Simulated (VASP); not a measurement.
Energy against volume of MgS (rock salt). Method: r2SCAN+rVV10, VASP's PBE PAW potentials (set 64) (plane waves; VASP). Run with 520 eV cut-off, 9×9×9 Γ-centred mesh, Gaussian smearing of 0.050 eV, potentials Mg S.

```json
[
 {"V (Å³/atom)": "16.840", "E (eV/atom)": "-7.63611"},
 {"V (Å³/atom)": "17.361", "E (eV/atom)": "-7.64074"},
 {"V (Å³/atom)": "17.882", "E (eV/atom)": "-7.63725"},
 {"V (Å³/atom)": "18.403", "E (eV/atom)": "-7.62678"}
]
```

Problem. Fit these four points and predict the energy of the run at 16.319 Å³/atom.

Solution. A cubic in V^(−2/3), the third-order Birch-Murnaghan form, passes through the four points with V0 = 17.38 Å³/atom and B0 = 83 GPa, and gives -7.6220 eV/atom there. The run gave -7.6220 eV/atom, +0.0 meV/atom from the fit; all five points give B0 = 83 GPa.

The compound is MgS in the rock salt structure. It was relaxed first.
